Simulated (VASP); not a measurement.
# Lattice vibrations of LaB6

Aim: the phonon dispersion and thermal properties of LaB6. The start is a cell from a database of measured crystal structures.

Program: VASP 6.6.1. Level of theory: LDA; plane waves and PAW (La, B). Results are calculated unless marked as measured.

## (1) Starting point

Symmetry: Pm-3m, No. 221, cubic system. The conventional cell has a = 4.157 Å, b = 4.157 Å, c = 4.157 Å, α = 90.00°, β = 90.00°, γ = 90.00°. Nearest to La lie 24 B at 3.05 Å. Nearest to B lie 6 B at 1.64 to 2.51 Å and 4 La at 3.05 Å. Farther neighbours are not listed.

Structure file:

```
La B
1.0
     4.15700    0.00000    0.00000
     0.00000    4.15700    0.00000
     0.00000    0.00000    4.15700
La B
1 6
Direct
  0.00000 0.00000 0.00000
  0.50000 0.50000 0.80250
  0.50000 0.50000 0.19750
  0.50000 0.80250 0.50000
  0.80250 0.50000 0.50000
  0.50000 0.19750 0.50000
  0.19750 0.50000 0.50000
```

## (2) Relax the host

First cell and atoms are relaxed at a raised cutoff, so that later runs start from this functional's own cell.

File INCAR:

```
SYSTEM = LaB6
PREC = Accurate
ENCUT = 420
EDIFF = 1E-06
NELM = 120
ISMEAR = 0
SIGMA = 0.05
LREAL = .FALSE.
ALGO = Normal
GGA = CA
NBANDS = 21
LASPH = .TRUE.
LORBIT = 11
LWAVE = .FALSE.
LCHARG = .FALSE.
KPAR = 4
IBRION = 2
NSW = 40
ISIF = 3
EDIFFG = -0.02
POTIM = 0.4
```

File POSCAR:

```
LaB6
1.0
    4.1570000000      0.0000000000      0.0000000000
    0.0000000000      4.1570000000      0.0000000000
    0.0000000000      0.0000000000      4.1570000000
La B
1 6
Direct
    0.0000000000      0.0000000000      0.0000000000
    0.5000000000      0.5000000000      0.8025000000
    0.5000000000      0.5000000000      0.1975000000
    0.5000000000      0.8025000000      0.5000000000
    0.8025000000      0.5000000000      0.5000000000
    0.5000000000      0.1975000000      0.5000000000
    0.1975000000      0.5000000000      0.5000000000
```

File KPOINTS:

```
Automatic mesh
0
Gamma
5 5 5
0 0 0
```

PAW data sets: La and B (LDA family, release 64).

The run is started by

```console
> mpirun -np 4 vasp_std
```

The program printed:

```text
[banner, memory and clock lines left out]
running    4 mpi-ranks, on    1 nodes
 distrk:  each k-point on    1 cores,    4 groups
 distr:  one band on    1 cores,    1 groups

 POSCAR found type information on POSCAR LaB
 POSCAR found :  2 types and       7 ions
 LDA part: xc-table for (Slater(with rela. corr.)+CA(PZ))
 , standard interpolation
 POSCAR, INCAR and KPOINTS ok, starting setup
 FFT: planning ... GRIDC
 FFT: planning ... GRID_SOFT
 FFT: planning ... GRID
 WAVECAR not read
 entering main loop
       N       E                     dE             d eps       ncg     rms          rms(c)
DAV:   1     0.195559833012E+03    0.19556E+03   -0.99328E+03   436   0.147E+03
DAV:   2    -0.308440550484E+02   -0.22640E+03   -0.20627E+03   518   0.279E+02
DAV:   3    -0.580781406570E+02   -0.27234E+02   -0.26028E+02   681   0.133E+02
DAV:   4    -0.589994555135E+02   -0.92131E+00   -0.91544E+00   747   0.205E+01
DAV:   5    -0.590338282010E+02   -0.34373E-01   -0.34235E-01   675   0.323E+00    0.866E+00
DAV:   6    -0.546271285263E+02    0.44067E+01   -0.11359E+01   644   0.182E+01    0.408E+00
DAV:   7    -0.543102846312E+02    0.31684E+00   -0.44400E+00   696   0.101E+01    0.169E+00
DAV:   8    -0.544088030142E+02   -0.98518E-01   -0.20876E+00   715   0.131E+01    0.139E+00
DAV:   9    -0.542830063230E+02    0.12580E+00   -0.33780E-01   710   0.453E+00    0.665E-01
DAV:  10    -0.542680825548E+02    0.14924E-01   -0.21960E-01   755   0.360E+00    0.198E-01
DAV:  11    -0.542670252226E+02    0.10573E-02   -0.12720E-02   672   0.104E+00    0.909E-02
DAV:  12    -0.542671088345E+02   -0.83612E-04   -0.42558E-04   710   0.165E-01    0.722E-02
DAV:  13    -0.542668314138E+02    0.27742E-03   -0.19979E-03   699   0.389E-01    0.854E-03
DAV:  14    -0.542668334756E+02   -0.20618E-05   -0.88112E-05   699   0.886E-02    0.243E-03
DAV:  15    -0.542668336099E+02   -0.13433E-06   -0.34244E-06   616   0.112E-02
   1 F= -.54266834E+02 E0= -.54263608E+02  d E =-.542668E+02
 curvature:   0.00 expect dE= 0.000E+00 dE for cont linesearch  0.000E+00
 trial: gam= 0.00000 g(F)=  0.127E+00 g(S)=  0.201E+00 ort = 0.000E+00 (trialstep = 0.100E+01)
 search vector abs. value=  0.327E+00
 bond charge predicted
       N       E                     dE             d eps       ncg     rms          rms(c)
DAV:   1    -0.545749517772E+02   -0.30812E+00   -0.16283E+01   607   0.338E+01    0.277E+00
DAV:   2    -0.543257003382E+02    0.24925E+00   -0.90288E-01   663   0.107E+01    0.122E+00
DAV:   3    -0.542788138093E+02    0.46887E-01   -0.28314E-01   649   0.493E+00    0.291E-01
DAV:   4    -0.542823996876E+02   -0.35859E-02   -0.13768E-01   734   0.377E+00    0.355E-01
DAV:   5    -0.542755442602E+02    0.68554E-02   -0.45362E-02   708   0.217E+00    0.111E-01
DAV:   6    -0.542758618174E+02   -0.31756E-03   -0.28414E-03   604   0.312E-01    0.129E-01
DAV:   7    -0.542758771561E+02   -0.15339E-04   -0.21720E-04   714   0.873E-02    0.138E-01
DAV:   8    -0.542759866960E+02   -0.10954E-03   -0.15309E-04   683   0.109E-01    0.989E-02
DAV:   9    -0.542759408985E+02    0.45798E-04   -0.11234E-03   697   0.315E-01    0.460E-02
DAV:  10    -0.542759534901E+02   -0.12592E-04   -0.45780E-05   553   0.437E-02    0.356E-02
DAV:  11    -0.542759726728E+02   -0.19183E-04   -0.24215E-05   798   0.479E-02    0.329E-02
DAV:  12    -0.542759829257E+02   -0.10253E-04   -0.11876E-05   691   0.374E-02    0.399E-02
DAV:  13    -0.542759673417E+02    0.15584E-04   -0.59753E-06   620   0.131E-02    0.404E-02
DAV:  14    -0.542759488726E+02    0.18469E-04   -0.11710E-05   617   0.184E-02    0.374E-02
DAV:  15    -0.542759154373E+02    0.33435E-04   -0.71047E-05   710   0.699E-02    0.146E-02
DAV:  16    -0.542759082051E+02    0.72321E-05   -0.27664E-05   715   0.352E-02    0.458E-03
DAV:  17    -0.542759076315E+02    0.57366E-06   -0.32446E-06   607   0.136E-02
   2 F= -.54275908E+02 E0= -.54274876E+02  d E =-.907402E-02
[...]
3 F= -.54355056E+02 E0= -.54353117E+02  d E =-.882227E-01
[...]
4 F= -.54361449E+02 E0= -.54358893E+02  d E =-.639263E-02
 trial-energy change:   -0.006393  1 .order   -0.006163   -0.024238    0.011912
 step:   0.6143(harm=  0.6068)  dis= 0.00487  next Energy=   -54.363355 (dE=-0.830E-02)
 bond charge predicted
       N       E                     dE             d eps       ncg     rms          rms(c)
DAV:   1    -0.543658953527E+02   -0.44464E-02   -0.12811E-01   589   0.283E+00    0.257E-01
DAV:   2    -0.543637084383E+02    0.21869E-02   -0.89502E-03   698   0.106E+00    0.911E-02
DAV:   3    -0.543633516456E+02    0.35679E-03   -0.14531E-03   691   0.271E-01    0.197E-02
DAV:   4    -0.543633491535E+02    0.24921E-05   -0.12464E-04   801   0.725E-02    0.111E-02
DAV:   5    -0.543633499936E+02   -0.84009E-06   -0.88242E-06   600   0.190E-02
   5 F= -.54363350E+02 E0= -.54360994E+02  d E =-.829364E-02
 curvature:  -0.33 expect dE=-0.184E-04 dE for cont linesearch -0.206E-07
 trial: gam= 0.01525 g(F)=  0.391E-04 g(S)=  0.174E-04 ort =-0.427E-04 (trialstep = 0.847E+00)
 search vector abs. value=  0.618E-04
 reached required accuracy - stopping structural energy minimisation
```

Elapsed: 21 s, on 4 MPI ranks of AMD EPYC 7R43, shared host; peak memory 0.51 GiB; 72 s of CPU time.

Lines that name or quote the potential files are left out of all logs, and their timing lines are given in words.

Parts of OUTCAR (step 2):

```text
ion  position               nearest neighbor table
   1  0.000  0.000  0.000-
   2  0.500  0.500  0.803-   3 1.64   4 1.78   5 1.78   6 1.78   7 1.78
   3  0.500  0.500  0.197-   2 1.64   4 1.78   5 1.78   6 1.78   7 1.78
   4  0.500  0.803  0.500-   6 1.64   3 1.78   5 1.78   2 1.78   7 1.78
   5  0.803  0.500  0.500-   7 1.64   3 1.78   4 1.78   6 1.78   2 1.78
   6  0.500  0.197  0.500-   4 1.64   3 1.78   2 1.78   5 1.78   7 1.78
   7  0.197  0.500  0.500-   5 1.64   3 1.78   4 1.78   2 1.78   6 1.78

  LATTYP: Found a simple cubic cell.
 ALAT       =     4.1570000000

 Subroutine GETGRP returns: Found 48 space group operations
 (whereof 48 operations were pure point group operations)

The static configuration has the point symmetry O_h .

 Found     10 irreducible k-points:

   k-points           NKPTS =     10   k-points in BZ     NKDIM =     10   number of bands    NBANDS=     21

   dimension x,y,z NGX =    28 NGY =   28 NGZ =   28
   dimension x,y,z NGXF=    56 NGYF=   56 NGZF=   56

   ENCUT  =  420.0 eV  30.87 Ry    5.56 a.u.   6.95  6.95  6.95*2*pi/ulx,y,z

   NELECT =      29.0000    total number of electrons

 k-points in reciprocal lattice and weights: Automatic mesh
   0.00000000  0.00000000  0.00000000       0.008
   0.20000000  0.00000000  0.00000000       0.048
   0.40000000  0.00000000  0.00000000       0.048
   0.20000000  0.20000000  0.00000000       0.096
   0.40000000  0.20000000  0.00000000       0.192
   0.40000000  0.40000000  0.00000000       0.096
   0.20000000  0.20000000  0.20000000       0.064
   0.40000000  0.20000000  0.20000000       0.192
   0.40000000  0.40000000  0.20000000       0.192
   0.40000000  0.40000000  0.40000000       0.064

 average (electrostatic) potential at core
       1 -95.2098       2 -28.7633       3 -28.7633       4 -28.7633       5 -28.7633
       6 -28.7633       7 -28.7633

 E-fermi :   8.7652

 k-point     1 :       0.0000    0.0000    0.0000
  band No.  band energies     occupation
    ...
     10       1.9896      2.00000
     11       1.9896      2.00000
     12       7.0003      2.00000
     13       7.0003      2.00000
     14       7.0003      2.00000
     15       9.0866      0.00000
     16       9.0866      0.00000
     17       9.0866      0.00000
     18      10.4966      0.00000
     19      10.4966      0.00000
    ...

 k-point     2 :       0.2000    0.0000    0.0000
  band No.  band energies     occupation
    ...
     11       3.6235      2.00000
     12       6.1798      2.00000
     13       6.1798      2.00000
     14       7.1225      2.00000
     15       7.7754      2.00000
     16       9.9921      0.00000
     17       9.9921      0.00000
     18      10.5126      0.00000
     19      10.8244      0.00000
     20      10.9421      0.00000
    ...

 k-point     3 :       0.4000    0.0000    0.0000
  band No.  band energies     occupation
    ...
     11       5.3779      2.00000
     12       5.4933      2.00000
     13       5.4933      2.00000
     14       6.5076      2.00000
     15       7.3459      2.00000
     16      10.4197      0.00000
     17      10.5293      0.00000
     18      10.5293      0.00000
     19      10.9982      0.00000
     20      10.9982      0.00000
    ...

  Total       -0.0323890     -0.0323890     -0.0323890      0.0000000      0.0000000     -0.0000000
  in kB       -0.7528588     -0.7528588     -0.7528588      0.0000000      0.0000000     -0.0000000
  external PRESSURE =      -0.7528588 kB  Pullay stress =       0.0000000 kB

  energy-cutoff  :      420.00
  volume of cell :       68.93
      direct lattice vectors                 reciprocal lattice vectors
     4.100135179  0.000000000  0.000000000     0.243894398 -0.000000000  0.000000000
     0.000000000  4.100135179  0.000000000    -0.000000000  0.243894398 -0.000000000
    -0.000000000  0.000000000  4.100135179    -0.000000000 -0.000000000  0.243894398

 POSITION                                       TOTAL-FORCE (eV/Angst)
 -----------------------------------------------------------------------------------
      0.00000      0.00000      0.00000        -0.000000     -0.000000      0.000000
      2.05007      2.05007      3.28067        -0.000000     -0.000000     -0.012988
      2.05007      2.05007      0.81947        -0.000000      0.000000      0.012988
      2.05007      3.28067      2.05007        -0.000000     -0.012988     -0.000000
      3.28067      2.05007      2.05007        -0.012988     -0.000000     -0.000000
      2.05007      0.81947      2.05007        -0.000000      0.012988      0.000000
      0.81947      2.05007      2.05007         0.012988      0.000000      0.000000
 -----------------------------------------------------------------------------------
    total drift:                                0.000000     -0.000000      0.000000

  FREE ENERGIE OF THE ION-ELECTRON SYSTEM (eV)
  ---------------------------------------------------
  free  energy   TOTEN  =       -54.3633499936 eV

  energy  without entropy=      -54.3586377746  energy(sigma->0) =      -54.36099388

 reached required accuracy - stopping structural energy minimisation

 total charge
# of ion       s       p       d       f       tot
--------------------------------------------------
    1        2.008   5.650   0.669   0.250   8.578
    2        0.700   1.411   0.000   0.000   2.111
    3        0.700   1.411   0.000   0.000   2.111
    4        0.700   1.411   0.000   0.000   2.111
    5        0.700   1.411   0.000   0.000   2.111
    6        0.700   1.411   0.000   0.000   2.111
    7        0.700   1.411   0.000   0.000   2.111
--------------------------------------------------
tot          6.211  14.115   0.669   0.250  21.244

[... 3 further parts left out ...]
```

CONTCAR:

```
LaB6
   1.00000000000000
     4.1001351793005760    0.0000000000000000    0.0000000000000000
     0.0000000000000000    4.1001351793005760    0.0000000000000000
    -0.0000000000000000    0.0000000000000000    4.1001351793005760
  La              B
     1     6
Direct
     0.0000000000000000    0.0000000000000000    0.0000000000000000
     0.5000000000000000    0.5000000000000000    0.8001366199145284
     0.5000000000000000    0.5000000000000000    0.1998633800854715
     0.5000000000000000    0.8001366199145284    0.5000000000000000
     0.8001366199145284    0.5000000000000000    0.5000000000000000
     0.5000000000000000    0.1998633800854715    0.5000000000000000
     0.1998633800854715    0.5000000000000000    0.5000000000000000
```

This run has no spin polarisation. Its electron count is odd, so without a moment it is a metal by construction. The k-mesh is coarse for a metal. The run keeps the 48 symmetry operations of its start, so it cannot find a distortion of lower symmetry.

The steps of the relaxation:

```
step  energy less that of the first step (eV)  largest force (eV/Å)  pressure (GPa)  volume (Å³)
   1                                   0.0000                0.7399           -7.77        71.84
   2                                  -0.0091                1.3357            4.57        67.78
   3                                  -0.0882                0.2608           -1.86        69.68
   4                                  -0.0946                0.1489            0.80        68.57
   5                                  -0.0965                0.0130           -0.08        68.93
```

```
conventional cell, symmetrised  before  after  change
                         a (Å)   4.157  4.100  -1.4 %
                         b (Å)   4.157  4.100  -1.4 %
                         c (Å)   4.157  4.100  -1.4 %
              volume (Å³/atom)   10.26   9.85  -4.0 %
```

Final coordinates:

```xyz
7
Lattice="4.1001 0.0000 0.0000 0.0000 4.1001 0.0000 0.0000 0.0000 4.1001" Properties=species:S:1:pos:R:3 pbc="T T T"
La    0.0000    0.0000    0.0000
B     2.0501    2.0501    3.2807
B     2.0501    2.0501    0.8195
B     2.0501    3.2807    2.0501
B     3.2807    2.0501    2.0501
B     2.0501    0.8195    2.0501
B     0.8195    2.0501    2.0501
```

This step gave:

```
electronic cycles                               : 53
electrons                                       : 29
free energy (TOTEN)                             : -54.3633 eV
energy at zero smearing                         : -54.3610 eV
Fermi energy                                    : 8.765 eV
pressure                                        : -0.07529 GPa
labelled metallic, from the levels on this mesh : yes
```

The run ended after 5 ionic steps, 0.097 eV below its first step, once forces and stress met EDIFFG = -0.02.

(Continued in part 2 of 4.)

[Lines on the potential files, build, host, timing and source positions are cut from VASP's logs without a mark.]

[Logs are printed without paths, hosts, clocks, repeated set-up lines and the standing remarks that a program may print on its own settings, such as how far it seeks lower states.]

[Hosts, paths, dates, database ids (printed as entryN), source tags and the programs' standing remarks are cut or masked in the printed files.]

[Runs that stopped without an error message from VASP are left out.]
